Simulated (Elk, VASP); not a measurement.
An input for Elk (PBE, all-electron FP-LAPW, Elk's shipped species files, APW+lo basis with extra local orbitals):

```
tasks
  0

xctype
  20

rgkmax
  8.0

gmaxvr
  16.0

nxlo
  2

lorbcnd
  .true.

lmaxi
  2

stype
  3

swidth
  0.00367493

avec
    0.0000000000    5.6235528263    5.6235528263
    5.6235528263    0.0000000000    5.6235528263
    5.6235528263    5.6235528263    0.0000000000

atoms
  1   : nspecies
  'Sr.in'   : spfname
  1   : natoms; atposl, bfcmt below
  0.0000000000  0.0000000000  0.0000000000    0.0 0.0 0.0

ngridk
  8 8 8
```

Q: Translate it to VASP.

A: One set of files that does it:

**KPOINTS**
```
Automatic mesh
0
gamma
8 8 8
0 0 0
```

**INCAR**
```
ALGO=Normal
EDIFF=1E-6
ENCUT=300
GGA=PE
ISIF=2
ISMEAR=-1
LASPH=.TRUE.
LCHARG=.FALSE.
LMAXMIX=4
LREAL=.FALSE.
LWAVE=.FALSE.
NELM=100
PREC=Accurate
SIGMA=0.1
SYSTEM=Sr
```

**POSCAR**
```
Sr
1.0
  0.0000000000   2.9758560000   2.9758560000
  2.9758560000   0.0000000000   2.9758560000
  2.9758560000   2.9758560000   0.0000000000
Sr
1
Cartesian
  0.0000000000   0.0000000000   0.0000000000
```

POTCAR, in this order: Sr_sv (PBE.64 set). Program: vasp_std.

The two runs describe the same crystal, functional and task. Each code takes its own potentials, basis and convergence tests.

VASP also gives the stress here, which the Elk input doesn't ask for.

The structure is a typed Sr crystal (Fm-3m). The cell was not relaxed at this level, and it may have been scaled.
